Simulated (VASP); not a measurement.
Output of a VASP run:

### OSZICAR
```
...
       N       E                     dE             d eps       ncg     rms          rms(c)
DAV:   1    -0.537144520075E+03   -0.20172E-02   -0.36545E-01   704   0.169E+00    0.123E-01
RMM:   2    -0.537144922633E+03   -0.40256E-03   -0.55342E-03   640   0.211E-01    0.691E-02
RMM:   3    -0.537144967287E+03   -0.44654E-04   -0.91408E-04   648   0.793E-02    0.400E-02
RMM:   4    -0.537144978927E+03   -0.11640E-04   -0.19676E-04   648   0.340E-02    0.227E-02
RMM:   5    -0.537144983254E+03   -0.43273E-05   -0.38596E-05   456   0.142E-02
   9 F= -.53714498E+03 E0= -.53714498E+03  d E =-.204664E-01  mag=     3.0000
       N       E                     dE             d eps       ncg     rms          rms(c)
DAV:   1    -0.537148242244E+03   -0.32633E-02   -0.11634E+00   672   0.307E+00    0.213E-01
RMM:   2    -0.537149292128E+03   -0.10499E-02   -0.16725E-02   640   0.366E-01    0.122E-01
RMM:   3    -0.537149417534E+03   -0.12541E-03   -0.31049E-03   648   0.143E-01    0.607E-02
RMM:   4    -0.537149460035E+03   -0.42500E-04   -0.62850E-04   657   0.599E-02    0.373E-02
RMM:   5    -0.537149475668E+03   -0.15633E-04   -0.12910E-04   640   0.262E-02    0.183E-02
RMM:   6    -0.537149478018E+03   -0.23498E-05   -0.27714E-05   427   0.116E-02
  10 F= -.53714948E+03 E0= -.53714948E+03  d E =-.449476E-02  mag=     3.0000
       N       E                     dE             d eps       ncg     rms          rms(c)
DAV:   1    -0.537149727637E+03   -0.25197E-03   -0.47074E-02   704   0.617E-01    0.438E-02
RMM:   2    -0.537149766186E+03   -0.38549E-04   -0.66633E-04   640   0.731E-02    0.245E-02
RMM:   3    -0.537149770161E+03   -0.39751E-05   -0.12079E-04   646   0.286E-02    0.126E-02
RMM:   4    -0.537149772132E+03   -0.19711E-05   -0.26207E-05   415   0.121E-02
  11 F= -.53714977E+03 E0= -.53714977E+03  d E =-.478888E-02  mag=     3.0000
       N       E                     dE             d eps       ncg     rms          rms(c)
DAV:   1    -0.537151024743E+03   -0.12546E-02   -0.30060E-01   672   0.156E+00    0.106E-01
RMM:   2    -0.537151267348E+03   -0.24260E-03   -0.41135E-03   640   0.182E-01    0.628E-02
RMM:   3    -0.537151274802E+03   -0.74546E-05   -0.82552E-04   649   0.719E-02    0.253E-02
RMM:   4    -0.537151289001E+03   -0.14198E-04   -0.16267E-04   652   0.304E-02    0.141E-02
RMM:   5    -0.537151292777E+03   -0.37765E-05   -0.29171E-05   434   0.132E-02
  12 F= -.53715129E+03 E0= -.53715129E+03  d E =-.152065E-02  mag=     3.0000
       N       E                     dE             d eps       ncg     rms          rms(c)
DAV:   1    -0.537151293630E+03   -0.46295E-05   -0.28660E-04   728   0.487E-02    0.510E-03
RMM:   2    -0.537151293691E+03   -0.60681E-07   -0.32443E-06   363   0.510E-03    0.285E-03
RMM:   3    -0.537151293600E+03    0.90666E-07   -0.23119E-07   179   0.184E-03    0.177E-03
RMM:   4    -0.537151293587E+03    0.13079E-07   -0.31264E-07   206   0.180E-03
  13 F= -.53715129E+03 E0= -.53715129E+03  d E =-.152146E-02  mag=     3.0000
       N       E                     dE             d eps       ncg     rms          rms(c)
DAV:   1    -0.537151626563E+03   -0.33296E-03   -0.99370E-02   672   0.895E-01    0.607E-02
RMM:   2    -0.537151709759E+03   -0.83196E-04   -0.13238E-03   640   0.103E-01    0.359E-02
RMM:   3    -0.537151713602E+03   -0.38431E-05   -0.26460E-04   651   0.404E-02    0.173E-02
RMM:   4    -0.537151718782E+03   -0.51800E-05   -0.51716E-05   497   0.177E-02
  14 F= -.53715172E+03 E0= -.53715172E+03  d E =-.425195E-03  mag=     3.0000
```

File OUTCAR:
```
------------------------ aborting loop because EDIFF is reached ----------------------------------------
  FORCE on cell =-STRESS in cart. coord.  units (eV):
  Direction    XX          YY          ZZ          XY          YZ          ZX
  --------------------------------------------------------------------------------------
  Total       30.0503275     30.0660774     30.0204613      2.4716913     -2.4579633      2.4514956
  in kB      131.9075158    131.9766511    131.7764168     10.8496210    -10.7893610     10.7609706
  external PRESSURE =     131.8868612 kB  Pullay stress =       0.0000000 kB
  volume of cell :      365.00
      direct lattice vectors                 reciprocal lattice vectors
     7.146555159  0.000000000  0.000000000     0.139927556  0.000000000  0.000000000
     0.000000000  7.146555159  0.000000000     0.000000000  0.139927556  0.000000000
     0.000000000  0.000000000  7.146555159     0.000000000  0.000000000  0.139927556
 POSITION                                       TOTAL-FORCE (eV/Angst)
 -----------------------------------------------------------------------------------
      3.58323      7.13862      7.14323        -0.014430      0.007731     -0.011772
      4.45562      0.90392      0.90804         0.004177     -0.000451      0.001993
      5.35914      1.79061      0.01343        -0.004747      0.013064     -0.000027
      6.24595      2.69423      0.90790         0.008863     -0.002033      0.012559
      5.35934      0.00931      1.79482        -0.008909      0.004532      0.004834
      6.24622      0.90371      2.69860         0.000272     -0.004264     -0.007995
      0.00334      0.00050      0.00484        -0.025220      0.005419     -0.007231
      0.89002      0.89508      0.89894         0.001562      0.002220      0.009328
      1.78251      1.78553      7.14169        -0.002564      0.000841      0.001229
      2.68794      2.66986      0.90305         0.006126      0.007872     -0.008667
      3.58442      3.56595      0.00786        -0.011885     -0.013433     -0.005870
      4.47983      4.46170      0.90290         0.012089      0.002430      0.009015
      5.36451      5.36731      7.14189        -0.004832      0.001755     -0.000127
      6.25491      6.25970      0.89904        -0.000582      0.007417      0.005210
      1.78225      7.13781      1.78956         0.009986     -0.002773      0.002471
      2.68804      0.89867      2.67419        -0.006714      0.002866      0.002397
      3.49916      1.71504      1.71920        -0.001149      0.004679      0.009629
      5.43512      3.65045      1.71972        -0.023771      0.005015     -0.010122
      6.25112      4.46185      2.67452         0.010147      0.006527     -0.001821
      3.58400      0.00383      3.56996         0.011366     -0.009151     -0.001507
      4.48025      0.89888      4.46607        -0.015380     -0.001847     -0.007270
      5.43489      1.71489      3.65447        -0.000229      0.022343      0.013884
      6.25131      2.67050      4.46599        -0.006889     -0.010752     -0.005656
      5.36425      7.13799      5.37166         0.006538     -0.005246     -0.004331
      6.25473      0.89515      6.26385         0.005491     -0.000471      0.015601
      0.01143      3.56723      7.14324        -0.017573     -0.005271     -0.015523
      0.89658      4.46095      0.89181         0.009669     -0.001439      0.014126
      1.79592      5.35412      7.14519         0.006876     -0.012057     -0.000495
      2.68913      6.25310      0.89183        -0.002628     -0.000657      0.008178
      7.14069      1.79056      1.79500        -0.008339      0.005901     -0.002209
      0.89859      2.68090      2.68510         0.002202      0.007612      0.000572
      1.78744      3.57625      1.78439         0.005432      0.008526      0.000304
      2.67394      4.47641      2.65796        -0.011323     -0.007254     -0.012782
      3.57366      5.36236      1.78430        -0.001631      0.006695      0.000727
      4.46865      6.25138      2.68495         0.007594     -0.003388      0.004970
      0.01120      7.13841      3.57133         0.000964      0.012533      0.007632
      0.89697      0.88785      4.46518        -0.010622      0.005718     -0.014132
      1.78754      1.78030      3.58027         0.000284     -0.002767      0.011524
      2.67371      2.65381      4.48041         0.006634     -0.001993     -0.012230
      4.49614      4.47657      4.48052        -0.000186     -0.009647     -0.014239
      5.36975      5.36252      3.58042        -0.008895     -0.001044      0.006397
      6.26210      6.25305      4.46510        -0.006685      0.002664     -0.004498
      1.79589      7.14106      5.35800         0.015229      0.004815      0.003524
      2.68928      0.88774      6.25711         0.004188      0.002349      0.005109
      3.57377      1.78034      5.36633        -0.003364     -0.000357      0.009090
      4.46888      2.68122      6.25522        -0.003819     -0.006563      0.000288
      5.36946      3.57630      5.36630         0.008082      0.005889      0.007930
      6.26200      4.46067      6.25719         0.004498     -0.002242      0.007623
      0.01211      5.36746      1.78967        -0.005276     -0.005928      0.003014
      0.89120      6.25851      2.67905         0.003071     -0.000945     -0.010693
      7.14639      3.56581      3.56999         0.001903     -0.001154      0.001638
      0.90019      4.45937      4.46363         0.007187     -0.008839     -0.016319
      1.78882      5.36112      3.56346         0.005561      0.001354      0.003904
      2.69083      6.24978      4.46350        -0.002230     -0.003835     -0.014608
      0.01206      1.78580      5.37173        -0.003294     -0.002341     -0.009878
      0.89105      2.67505      6.26252         0.013313     -0.010472      0.011222
...
```
(Selected blocks of OUTCAR.)

### POSCAR
```
BC62
1
    7.1465551589     0.0000000000     0.0000000000
    0.0000000000     7.1465551589    -0.0000000000
   -0.0000000000    -0.0000000000     7.1465551589
C B
62 1
Direct
  0.5000000000   0.0000000000   0.0000000000
  0.6308680000   0.1248380000   0.1265660000
  0.7537270000   0.2502580000  -0.0028480000
  0.8706230000   0.3691230000   0.1283420000
  0.7491770000  -0.0047900000   0.2553260000
  0.8718330000   0.1237980000   0.3721420000
  0.0000000000   0.0000000000   0.0000000000
  0.1250000000   0.1250000000   0.1250000000
  0.2500000000   0.2500000000   0.0000000000
  0.3815030000   0.3814510000   0.1206320000
  0.4933320000   0.4958590000   0.0028010000
  0.6289180000   0.6183130000   0.1260890000
  0.7500000000   0.7500000000   0.0000000000
  0.8750000000   0.8750000000   0.1250000000
  0.2500000000   0.0000000000   0.2500000000
  0.3745720000   0.1317490000   0.3735830000
  0.5043980000   0.2506510000   0.2537970000
  0.7497890000   0.4933990000   0.2442040000
  0.8695540000   0.6215130000   0.3815170000
  0.5018470000   0.0044390000   0.5009260000
  0.6268970000   0.1293720000   0.6309810000
  0.7557840000   0.2545530000   0.4943120000
  0.8730520000   0.3684890000   0.6256500000
  0.7500000000   0.0000000000   0.7500000000
  0.8750000000   0.1250000000   0.8750000000
  0.0000000000   0.5000000000   0.0000000000
  0.1250000000   0.6250000000   0.1250000000
  0.2500000000   0.7500000000   0.0000000000
  0.3750000000   0.8750000000   0.1250000000
  0.0000000000   0.2500000000   0.2500000000
  0.1250000000   0.3750000000   0.3750000000
  0.2549060000   0.5002070000   0.2492520000
  0.3792120000   0.6182770000   0.3760180000
  0.4987580000   0.7568000000   0.2542250000
  0.6250000000   0.8750000000   0.3750000000
  0.0000000000   0.0000000000   0.5000000000
  0.1250000000   0.1250000000   0.6250000000
  0.2555870000   0.2476210000   0.4941510000
  0.3753750000   0.3772550000   0.6305090000
  0.6279440000   0.6278250000   0.6287470000
  0.7566490000   0.7482300000   0.4941560000
  0.8750000000   0.8750000000   0.6250000000
  0.2500000000   0.0000000000   0.7500000000
  0.3750000000   0.1250000000   0.8750000000
  0.4963850000   0.2441840000   0.7543140000
  0.6250000000   0.3750000000   0.8750000000
  0.7543490000   0.5012530000   0.7558130000
  0.8750000000   0.6250000000   0.8750000000
  0.0000000000   0.7500000000   0.2500000000
  0.1250000000   0.8750000000   0.3750000000
  0.0000000000   0.5000000000   0.5000000000
  0.1250000000   0.6250000000   0.6250000000
  0.2500000000   0.7500000000   0.5000000000
  0.3750000000   0.8750000000   0.6250000000
  0.0000000000   0.2500000000   0.7500000000
  0.1250000000   0.3750000000   0.8750000000
  0.2500000000   0.5000000000   0.7500000000
  0.3750000000   0.6250000000   0.8750000000
  0.5000000000   0.7500000000   0.7500000000
  0.6250000000   0.8750000000   0.8750000000
  0.0000000000   0.7500000000   0.7500000000
  0.1250000000   0.8750000000   0.8750000000
  0.5065200000   0.5037840000   0.5036320000
```

Task: Reconstruct the remaining input files.

Result: Several could match; the one computed here: the input of the run itself, PBE GGA, plane waves, VASP's PBE PAW potentials (set 64).

**INCAR**
```
ALGO = Fast
EDIFF = 1E-5
EDIFFG = -0.03
ENCUT = 400
GGA = PE
IBRION = 2
ISIF = 2
ISMEAR = 0
ISPIN = 2
ISYM = 0
LASPH = .True.
LCHARG = .False.
LORBIT = 10
LREAL = Auto
LWAVE = .True.
MAGMOM = 63*0.0476
NELECT = 253.0
NELM = 100
NELMIN = 4
NSW = 70
NUPDOWN = 3
PREC = Normal
SIGMA = 0.05
SYSTEM = BC62
```

### KPOINTS
```
K-points
0
Gamma
 1 1 1
0 0 0
```

POTCAR, in this order: C B (PBE.64 set). Program: vasp_gam.

At this cut-off the stress carries a Pulay error, which pulls relaxed volumes low. The cell is charged, with a uniform compensating background. The supercell is sampled at Γ alone, which is coarse: total energies, pressure and levels can be off, energies of defects by several tenths of an eV.

The cell is a supercell with a defect, built from C (diamond): B_C-vac_C, charge -2.
